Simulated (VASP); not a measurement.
Data:

```yaml
crystal:
  lattice:
    - [0.00000, 3.00248, 3.00248]
    - [3.00248, 0.00000, 3.00248]
    - [3.00248, 3.00248, 0.00000]
  atoms:
    - { symbol: Pb, position: [0.00000, 0.00000, 0.00000] }
    - { symbol: S, position: [0.50000, 0.50000, 0.50000] }
```

Calculation: PBE GGA, VASP's PBE PAW potentials (set 64) (plane waves; VASP). Run with 520 eV cut-off, 7×7×7 Γ-centred mesh, Gaussian smearing of 0.050 eV, potentials Pb_d S.

Question: Estimate the energy per atom (σ→0).

Answer: 
```
Quantity                       Result
---------------------  --------------
energy per atom (σ→0)  -4.386 eV/atom
```

Total energies compare only between runs with the same potentials, cut-off and functional.

The compound is PbS in the rock salt structure. It was relaxed first. The start is the result of an earlier pass.
